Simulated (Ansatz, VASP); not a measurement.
NiF: VASP beside Ansatz

```
Ni F
1.0
     0.00000    2.33484    2.33484
     2.33484    0.00000    2.33484
     2.33484    2.33484    0.00000
Ni F
1 1
Direct
  0.00000 0.00000 0.00000
  0.75000 0.75000 0.75000
```

The cell was built by a generator and needn't be a form met in nature.

Alike in both runs: task relaxation of cell and atoms; functional LDA; k mesh 7 × 7 × 7; occupations fermi-dirac, width 0.05 eV; collinear spin, ferromagnetic start.

|  | VASP | Ansatz |
| --- | --- | --- |
| version | VASP 6.6.1 | Ansatz 0.2.0 |
| potentials or method | VASP PAW LDA potentials, release 64 (Ni, F) | Ansatz PAW |
| plane-wave cutoff (eV) | 600 | 420 |
| valence electrons in the cell | 17 | 25 |

VASP gave:

- gap on the k mesh at the Fermi level, each at its own relaxed structure (eV): none
- net moment per atom (μB): 0.57
- size of the moment on the site where the two differ most (μB): 1.08
- relaxed volume (Å³/atom): 12.14
- relaxed cell length with the largest relative difference (Å): 3.250
- energy change over the relaxation (meV/atom): -8

Problem. Which values does Ansatz return?

Solution. gap on the k mesh at the Fermi level, each at its own relaxed structure (eV): none; net moment per atom (μB): 0.58; size of the moment on the site where the two differ most (μB): 1.06; relaxed volume (Å³/atom): 12.16; relaxed cell length with the largest relative difference (Å): 3.252; energy change over the relaxation (meV/atom): -8.

Site moments also hang on the region over which each program counts them. A gap of «none» marks a metal or a gap that the smearing closes. The two sets of potentials don't hold the same shells in valence.

Caveats: a cell with one magnetic atom can't hold antiferromagnetic order, which such compounds often take; semilocal functionals often make such compounds metallic where correlation or magnetic order opens a gap, which also shifts bond lengths; the plane-wave basis is chosen anew once the cell has moved, so the energies of steps on either side of that aren't comparable (Ansatz); the pressure holds a Pulay correction of +0.8 GPa for the finite cutoff (Ansatz); the PAW data sets come from PBE, with cores solved anew for the run's functional, which leaves a small shift of forces and pressure (Ansatz). With open d or f shells a metallic result of LDA can be an artefact of self-interaction; +U or a hybrid may open a gap.
